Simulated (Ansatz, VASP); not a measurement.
# One calculation of BiP2, two programs

```xyz
6
Lattice="6.9033 0.0000 0.0000 0.0000 6.9033 0.0000 0.0000 0.0000 2.5313" Properties=species:S:1:pos:R:3 pbc="T T T"
Bi    0.0000    0.0000    0.0000
Bi    3.4517    3.4517    0.0000
P     1.2205    2.2312    0.0000
P     2.2312    5.6828    0.0000
P     5.6828    4.6721    0.0000
P     4.6721    1.2205    0.0000
```

Alike in both runs: task single point; functional PBE; k mesh 4 × 4 × 6; occupations gaussian, width 0.1 eV; no spin polarisation.

|  | VASP | Ansatz |
| --- | --- | --- |
| version | VASP 6.6.1 | Ansatz 0.2.0 |
| potentials or method | VASP PAW PBE potentials, release 64 (Bi_d, P) | scalar-relativistic, plane waves, PAW |
| plane-wave cutoff (eV) | 520 | 420 |
| valence electrons in the cell | 50 | 50 |

```tsv
	VASP	Ansatz	Ansatz less VASP
gap on the k mesh at the Fermi level (eV)	none	none	-
rms of the force components (eV/Å)	0.698	0.699	+0.0009
```

Atom by atom the forces differ by 0.001 eV/Å (rms over components). A gap of «none» marks a metal or a gap that the smearing closes.

Caveats: the k mesh is coarse (spacing up to 0.41 Å⁻¹), so the values aren't converged; spin-orbit coupling is left out, which moves the levels of the heavy elements; forces of over 1 eV/Å show positions far from the minimum, so gaps and moduli don't describe the material at rest.
